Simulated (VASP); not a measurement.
Computed with PBEsol GGA, VASP's PBE PAW potentials (set 64) (plane waves; VASP).

VASP ran on this input.

### POSCAR
```
P
1
    1.6590954393    -5.1245831028     0.0000000000
    1.6590954393     5.1245831028     0.0000000000
    0.0000000000     0.0000000000     4.1982712734
P
4
Direct
  0.1055734316   0.8944265684   0.9268483723
  0.3944265684   0.6055734316   0.4268483723
  0.6055734316   0.3944265684   0.5731516277
  0.8944265684   0.1055734316   0.0731516277
```

INCAR:
```
# general
SYSTEM = P
PREC   = Accurate
ENCUT  = 520
LREAL  = .FALSE.
LASPH  = .TRUE.   # aspherical one-centre terms

# electronic loop
EDIFF  = 1E-7   # SCF stop (eV)
NELM   = 100
ALGO   = Normal   # blocked Davidson

# smearing
ISMEAR = 1
SIGMA  = 0.1   # width (eV)

# functional
GGA    = PS

# ions
IBRION = 2   # conjugate gradients
NSW    = 30
ISIF   = 4   # ions and shape, fixed volume
EDIFFG = -0.01

# output
LWAVE  = .FALSE.
LCHARG = .FALSE.
```

File KPOINTS:
```
Automatic mesh
0
Gamma
10 10 7
0 0 0
```

POTCAR, in this order: P (PBE.64 set). Program: vasp_std.

Output

File OUTCAR:
```
 ion  position               nearest neighbor table
   1  0.106  0.894  0.927-   3 2.23   3 2.23   4 2.25
   2  0.394  0.606  0.427-   4 2.23   4 2.23   3 2.25
   3  0.606  0.394  0.573-   1 2.23   1 2.23   2 2.25
   4  0.894  0.106  0.073-   2 2.23   2 2.23   1 2.25
  LATTYP: Found a base centered orthorhombic cell.
 ALAT       =     3.3181908786
 B/A-ratio  =     3.0887813814
 C/A-ratio  =     1.2652289838
 Subroutine PRICEL returns:
 Original cell was already a primitive cell.
 Subroutine GETGRP returns: Found  8 space group operations
The static configuration has the point symmetry C_2h.
 The point group associated with its full space group is D_2h.
The dynamic configuration has the point symmetry C_2h.
 Subroutine INISYM returns: Found  8 space group operations
 Subroutine IBZKPT returns following result:
 Found    124 irreducible k-points:

 Following reciprocal coordinates:
            Coordinates               Weight
  0.000000  0.000000  0.000000      1.000000
  0.100000 -0.000000  0.000000      4.000000
  0.200000 -0.000000  0.000000      4.000000
  0.300000  0.000000  0.000000      4.000000
  0.400000  0.000000  0.000000      4.000000
  0.500000 -0.000000  0.000000      2.000000
  0.100000  0.100000  0.000000      2.000000
  0.200000  0.100000  0.000000      4.000000
  0.300000  0.100000  0.000000      4.000000
  0.400000  0.100000  0.000000      4.000000
  0.500000  0.100000  0.000000      4.000000
 -0.400000  0.100000  0.000000      4.000000
 -0.300000  0.100000  0.000000      4.000000
 -0.200000  0.100000  0.000000      4.000000
 -0.100000  0.100000  0.000000      2.000000
  0.200000  0.200000  0.000000      2.000000
  0.300000  0.200000  0.000000      4.000000
  0.400000  0.200000  0.000000      4.000000
  0.500000  0.200000  0.000000      4.000000
 -0.400000  0.200000  0.000000      4.000000
 -0.300000  0.200000  0.000000      4.000000
 -0.200000  0.200000  0.000000      2.000000
  0.300000  0.300000  0.000000      2.000000
  0.400000  0.300000  0.000000      4.000000
  0.500000  0.300000  0.000000      4.000000
 -0.400000  0.300000  0.000000      4.000000
 -0.300000  0.300000  0.000000      2.000000
  0.400000  0.400000  0.000000      2.000000
  0.500000  0.400000  0.000000      4.000000
 -0.400000  0.400000  0.000000      2.000000
  0.500000  0.500000  0.000000      1.000000
  0.000000  0.000000  0.142857      2.000000
  0.100000 -0.000000  0.142857      8.000000
  0.200000 -0.000000  0.142857      8.000000
  0.300000  0.000000  0.142857      8.000000
  0.400000  0.000000  0.142857      8.000000
  0.500000 -0.000000  0.142857      4.000000
  0.100000  0.100000  0.142857      4.000000
  0.200000  0.100000  0.142857      8.000000
  0.300000  0.100000  0.142857      8.000000
   k-points           NKPTS =    124   k-points in BZ     NKDIM =    124   number of bands    NBANDS=     14
   number of dos      NEDOS =    301   number of ions     NIONS =      4
   total plane-waves  NPLWV =  51200
   dimension x,y,z NGX =    40 NGY =   40 NGZ =   32
   dimension x,y,z NGXF=    80 NGYF=   80 NGZF=   64
   ions per type =               4
   PREC   = accura    normal or accurate (medium, high low for compatibility)
   ISTART =      0    job   : 0-new  1-cont  2-samecut
   ICHARG =      2    charge: 1-file 2-atom 10-const
   ISPIN  =      1    spin polarized calculation?
   LNONCOLLINEAR =      F non collinear calculations
   LSORBIT =      F    spin-orbit coupling
   INIWAV =      1    electr: 0-lowe 1-rand  2-diag
   ENCUT  =  520.0 eV  38.22 Ry    6.18 a.u.  10.02 10.02  7.81*2*pi/ulx,y,z
...
```

### OSZICAR
```
       N       E                     dE             d eps       ncg     rms          rms(c)
DAV:   1     0.615768580433E+02    0.61577E+02   -0.85887E+03  3472   0.122E+03
DAV:   2    -0.190830355823E+02   -0.80660E+02   -0.78198E+02  4540   0.176E+02
DAV:   3    -0.231744419102E+02   -0.40914E+01   -0.40368E+01  4776   0.418E+01
DAV:   4    -0.232261961457E+02   -0.51754E-01   -0.51686E-01  4300   0.552E+00
DAV:   5    -0.232272170537E+02   -0.10209E-02   -0.10206E-02  4834   0.702E-01    0.101E+01
DAV:   6    -0.231036782722E+02    0.12354E+00   -0.65794E-02  4258   0.162E+00    0.590E+00
DAV:   7    -0.230493255457E+02    0.54353E-01   -0.10869E-01  4498   0.209E+00    0.262E-01
DAV:   8    -0.230488731066E+02    0.45244E-03   -0.10650E-02  4114   0.736E-01    0.169E-01
DAV:   9    -0.230488900819E+02   -0.16975E-04   -0.44951E-04  4742   0.151E-01    0.739E-02
DAV:  10    -0.230488771065E+02    0.12975E-04   -0.77868E-05  4288   0.539E-02    0.283E-02
DAV:  11    -0.230488786083E+02   -0.15018E-05   -0.78368E-06  4486   0.225E-02    0.112E-02
DAV:  12    -0.230488787537E+02   -0.14544E-06   -0.49468E-07  4392   0.477E-03    0.215E-03
DAV:  13    -0.230488787028E+02    0.50887E-07   -0.14700E-07  2780   0.258E-03
   1 F= -.23048879E+02 E0= -.23048863E+02  d E =-.230489E+02
       N       E                     dE             d eps       ncg     rms          rms(c)
DAV:   1    -0.230490378964E+02   -0.15914E-03   -0.59214E-03  3646   0.452E-01    0.602E-02
DAV:   2    -0.230489946539E+02    0.43242E-04   -0.31149E-04  4630   0.127E-01    0.251E-02
DAV:   3    -0.230489632468E+02    0.31407E-04   -0.49914E-05  4306   0.455E-02    0.935E-03
DAV:   4    -0.230489612447E+02    0.20021E-05   -0.12976E-05  4618   0.227E-02    0.320E-03
DAV:   5    -0.230489612018E+02    0.42848E-07   -0.81298E-07  4126   0.636E-03
   2 F= -.23048961E+02 E0= -.23048934E+02  d E =-.824990E-04
       N       E                     dE             d eps       ncg     rms          rms(c)
DAV:   1    -0.230489835998E+02   -0.22355E-04   -0.10689E-03  3622   0.192E-01    0.261E-02
DAV:   2    -0.230489761518E+02    0.74479E-05   -0.56539E-05  4630   0.539E-02    0.106E-02
DAV:   3    -0.230489706075E+02    0.55443E-05   -0.88863E-06  4270   0.192E-02    0.393E-03
DAV:   4    -0.230489702508E+02    0.35674E-06   -0.23313E-06  4594   0.963E-03    0.140E-03
DAV:   5    -0.230489702335E+02    0.17249E-07   -0.13765E-07  2366   0.272E-03
   3 F= -.23048970E+02 E0= -.23048938E+02  d E =-.915307E-04
       N       E                     dE             d eps       ncg     rms          rms(c)
DAV:   1    -0.230490220423E+02   -0.51792E-04   -0.39551E-03  3478   0.352E-01    0.268E-02
DAV:   2    -0.230490303767E+02   -0.83344E-05   -0.21327E-04  4732   0.108E-01    0.123E-02
DAV:   3    -0.230490259661E+02    0.44106E-05   -0.90815E-06  4210   0.204E-02    0.533E-03
DAV:   4    -0.230490254118E+02    0.55436E-06   -0.25379E-06  4770   0.986E-03    0.210E-03
DAV:   5    -0.230490253876E+02    0.24124E-07   -0.20195E-07  2772   0.315E-03
   4 F= -.23049025E+02 E0= -.23048994E+02  d E =-.551541E-04
```

**OUTCAR**
```
------------------------ aborting loop because EDIFF is reached ----------------------------------------
  FORCE on cell =-STRESS in cart. coord.  units (eV):
  Direction    XX          YY          ZZ          XY          YZ          ZX
  --------------------------------------------------------------------------------------
  Total        0.0971462      0.0845607      0.0714784      0.0000000     -0.0000000      0.0000000
  in kB        2.1802492      1.8977919      1.6041863      0.0000000     -0.0000000      0.0000000
  external PRESSURE =       1.8940758 kB  Pullay stress =       0.0000000 kB
  volume of cell :       71.39
      direct lattice vectors                 reciprocal lattice vectors
     1.657419391 -5.133256780 -0.000000000     0.301673796 -0.097404050  0.000000000
     1.657419391  5.133256780  0.000000000     0.301673796  0.097404050 -0.000000000
     0.000000000  0.000000000  4.195415729     0.000000000 -0.000000000  0.238355401
 POSITION                                       TOTAL-FORCE (eV/Angst)
 -----------------------------------------------------------------------------------
      1.65742      4.05109      3.88866         0.000000      0.004737      0.005060
      1.65742      1.08217      1.79095         0.000000     -0.004737      0.005060
      1.65742     -1.08217      2.40447         0.000000      0.004737     -0.005060
      1.65742     -4.05109      0.30676         0.000000     -0.004737     -0.005060
 -----------------------------------------------------------------------------------
    total drift:                                0.000000     -0.000000     -0.000000
  FREE ENERGIE OF THE ION-ELECTRON SYSTEM (eV)
  ---------------------------------------------------
  free  energy   TOTEN  =       -23.0490253876 eV

  energy  without entropy=      -23.0489312872  energy(sigma->0) =      -23.04899402

 reached required accuracy - stopping structural energy minimisation
```
(Selected blocks of OUTCAR.)

### CONTCAR
```
P
   1.00000000000000
     1.6574193907860841   -5.1332567797347792   -0.0000000000000000
     1.6574193907860841    5.1332567797347792    0.0000000000000000
     0.0000000000000000    0.0000000000000000    4.1954157294282286
  P
     4
Direct
     0.1054077911725787    0.8945922088274213    0.9268826696285499
     0.3945922088274213    0.6054077911725787    0.4268826696285499
     0.6054077911725787    0.3945922088274213    0.5731173303714501
     0.8945922088274213    0.1054077911725787    0.0731173303714501
```

Without a dispersion term in the relaxation, distances and binding between the weakly bound layers, chains or molecules are unreliable, and so is what depends on them.

The compound is P in the black structure. This run relaxes it. Symmetry was kept, so distortions that lower it aren't found.
